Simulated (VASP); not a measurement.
Here is the system:

```yaml
crystal:
  lattice:
    - [3.25720, 0.00000, 0.00000]
    - [0.00000, 3.25720, 0.00000]
    - [0.00000, 0.00000, 3.25720]
  atoms:
    - { symbol: In, position: [0.50000, 0.50000, 0.50000] }
    - { symbol: Pd, position: [0.00000, 0.00000, 0.00000] }
```

Calculation: vdW-DF-cx, VASP's PBE PAW potentials (set 64) (plane waves; VASP). Settings: 520 eV cut-off, 13×13×13 Γ-centred mesh, tetrahedra with Blöchl corrections, potentials In_d Pd.

Unless said otherwise, spin-orbit coupling is left out, though it shifts the bands of the heavy elements here.

**Question.** Estimate the energy per atom (σ→0), band gap (on the k-mesh) with the smallest direct gap where there is one.

**Answer.** 
band gap (on the k-mesh): none (metal, semimetal or under 0.01 eV)
energy per atom (σ→0): -1.585 eV/atom

Total energies compare only between runs with the same potentials, cut-off and functional.

The compound is PdIn in the CsCl type structure. It was relaxed first. The electron count is odd and the run is not spin-polarised, which forces a metal.
